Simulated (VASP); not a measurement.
Input:

```xyz
2
Lattice="0.0000 3.0979 3.0979 3.0979 0.0000 3.0979 3.0979 3.0979 0.0000" Properties=species:S:1:pos:R:3 pbc="T T T"
Hg     0.0000     0.0000     0.0000
S      1.5490     1.5490     1.5490
```

These are vdW-DF2, VASP's PBE PAW potentials (set 64) (plane waves; VASP) values and carry that method's errors. Settings: 520 eV cut-off, Gaussian smearing of 0.050 eV, potentials Hg S.

Unless said otherwise, spin-orbit coupling is left out, though it shifts the bands of the heavy elements here.

### Question
Estimate the band gap (along the path) with the smallest direct gap where there is one.

### Answer

| Item | Result |
|---|---|
| band gap (along the path) | none (metal, semimetal or under 0.01 eV) |

The compound is HgS in the zinc blende structure, metacinnabar; cinnabar is the stable form. It was relaxed first, which changed the volume by +19 %.
